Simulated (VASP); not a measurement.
Calculation: PBE GGA, VASP's PBE PAW potentials (set 64) (plane waves; VASP).

Input for VASP

### INCAR
```
LMAXMIX=4   # l cut-off of mixed one-centre charges
LASPH=.TRUE.
LREAL=.FALSE.   # projection in real space or not
ALGO=Normal   # blocked Davidson
LWAVE=.FALSE.
GGA=PE
NELM=100   # most electronic steps
PREC=Accurate
SIGMA=0.136   # width (eV)
LCHARG=.FALSE.
ISIF=2
ISMEAR=-1   # Fermi-Dirac
EDIFF=1E-6   # SCF stop (eV)
ENCUT=300
SYSTEM=TiAl
```

### POSCAR
```
TiAl
2.77340
  1.0000000000   0.0000000000   0.0000000000
  0.0000000000   1.0000000000   0.0000000000
  0.0000000000   0.0000000000   1.4381625442
Ti Al
1 1
Cartesian
  0.0037170000  -0.0153700000   0.0170451025
  0.4962830000   0.5153700000   0.7020361696
```

**KPOINTS**
```
Regular mesh
0
G
  8 8 6
```

POTCAR, in this order: Ti_sv Al (PBE.64 set). Program: vasp_std.

What VASP printed:

OUTCAR:
```
 ion  position               nearest neighbor table
   1  0.004  0.985  0.012-   2 2.68   2 2.70   2 2.76   2 2.79   2 2.81   2 2.84   2 2.90   2 2.92
  LATTYP: Found a simple tetragonal cell.
 ALAT       =     2.7734000000
 C/A-ratio  =     1.4381625442
 Subroutine PRICEL returns:
 Original cell was already a primitive cell.
 Subroutine GETGRP returns: Found  1 space group operations
The static configuration has the point symmetry C_1 .
The dynamic configuration has the point symmetry C_1 .
 Subroutine INISYM returns: Found  1 space group operations
 Subroutine IBZKPT returns following result:
 Found    196 irreducible k-points:

 Following reciprocal coordinates:
            Coordinates               Weight
  0.000000  0.000000  0.000000      1.000000
  0.125000  0.000000  0.000000      2.000000
  0.000000  0.125000  0.000000      2.000000
  0.250000  0.000000  0.000000      2.000000
  0.000000  0.250000  0.000000      2.000000
  0.375000  0.000000  0.000000      2.000000
  0.000000  0.375000  0.000000      2.000000
  0.500000  0.000000  0.000000      1.000000
  0.000000  0.500000  0.000000      1.000000
...
```

OSZICAR:
```
       N       E                     dE             d eps       ncg     rms          rms(c)
DAV:   1     0.637383073948E+02    0.63738E+02   -0.55196E+03  4350   0.100E+03
DAV:   2    -0.973016000071E+01   -0.73468E+02   -0.71063E+02  4417   0.275E+02
DAV:   3    -0.137622291858E+02   -0.40321E+01   -0.38677E+01  6546   0.640E+01
DAV:   4    -0.138701329578E+02   -0.10790E+00   -0.10702E+00  5260   0.902E+00
DAV:   5    -0.138744681639E+02   -0.43352E-02   -0.43325E-02  6450   0.164E+00    0.101E+01
DAV:   6    -0.124696791276E+02    0.14048E+01   -0.11383E+01  5242   0.373E+01    0.332E+00
DAV:   7    -0.123421396715E+02    0.12754E+00   -0.99961E-01  4949   0.103E+01    0.199E+00
DAV:   8    -0.123330855986E+02    0.90541E-02   -0.10126E-01  4980   0.346E+00    0.406E-01
DAV:   9    -0.123324193158E+02    0.66628E-03   -0.14849E-02  5173   0.160E+00    0.170E-01
DAV:  10    -0.123324100995E+02    0.92164E-05   -0.90688E-04  5290   0.316E-01    0.579E-02
DAV:  11    -0.123324076833E+02    0.24162E-05   -0.90206E-05  5565   0.105E-01    0.291E-02
DAV:  12    -0.123324078037E+02   -0.12046E-06   -0.12078E-05  5056   0.385E-02    0.687E-03
DAV:  13    -0.123324070831E+02    0.72063E-06   -0.45428E-06  5242   0.262E-02
   1 F= -.12332407E+02 E0= -.12279604E+02  d E =-.105606E+00
```

### OUTCAR
```
------------------------ aborting loop because EDIFF is reached ----------------------------------------
  FORCE on cell =-STRESS in cart. coord.  units (eV):
  Direction    XX          YY          ZZ          XY          YZ          ZX
  --------------------------------------------------------------------------------------
  Total        1.5489704      1.5153351      1.4747904     -0.0130851     -0.1542792      0.0378538
  in kB       80.8924902     79.1359390     77.0185549     -0.6833498     -8.0569843      1.9768534
  external PRESSURE =      79.0156614 kB  Pullay stress =       0.0000000 kB
  volume of cell :       30.68
      direct lattice vectors                 reciprocal lattice vectors
     2.773400000  0.000000000  0.000000000     0.360568256  0.000000000  0.000000000
     0.000000000  2.773400000  0.000000000     0.000000000  0.360568256  0.000000000
     0.000000000  0.000000000  3.988600000     0.000000000  0.000000000  0.250714536
 POSITION                                       TOTAL-FORCE (eV/Angst)
 -----------------------------------------------------------------------------------
      0.01031      2.73077      0.04727        -0.109893      0.449654     -0.699280
      1.37639      1.42933      1.94703         0.109893     -0.449654      0.699280
 -----------------------------------------------------------------------------------
    total drift:                                0.000435     -0.000077      0.000184
  FREE ENERGIE OF THE ION-ELECTRON SYSTEM (eV)
  ---------------------------------------------------
  free  energy   TOTEN  =       -12.3324070831 eV

  energy  without entropy=      -12.2268009723  energy(sigma->0) =      -12.27960403
```
(Selected blocks of OUTCAR.)

At this cut-off the stress carries a Pulay error, which pulls relaxed volumes low.

The structure is a typed TiAl crystal. The cell was not relaxed at this level, atoms are displaced from their ideal sites, and its volume differs by -5.9 % from the start's. The electron count is odd and the run is not spin-polarised, which forces a metal.
